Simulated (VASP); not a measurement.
Consider the following.

```xyz
1
Lattice="0.0000 2.0400 2.0400 2.0400 0.0000 2.0400 2.0400 2.0400 0.0000" Properties=species:S:1:pos:R:3 pbc="T T T"
Au     0.0000     0.0000     0.0000
```

All values below come from PBE GGA, VASP's PBE PAW potentials (set 64) (plane waves; VASP 6.6.1). Settings: 150 eV cut-off, 14×14×14 Γ-centred mesh, first-order Methfessel-Paxton smearing of 0.10 eV, potentials Au.

At this cut-off the stress carries a Pulay error, which pulls relaxed volumes low.

Question: Give the stress tensor in GPa (positive for a compressed cell).

Answer: 
```
-213.65     0.00     0.00
   0.00  -213.65     0.00
   0.00     0.00  -213.65
```
The pressure is its mean diagonal, -213.65 GPa.

The compound is Au in the fcc structure. The cell was not relaxed at this level. The run is one of a series of settings (ENCUT = 150 against the base run), some of them coarse on purpose.
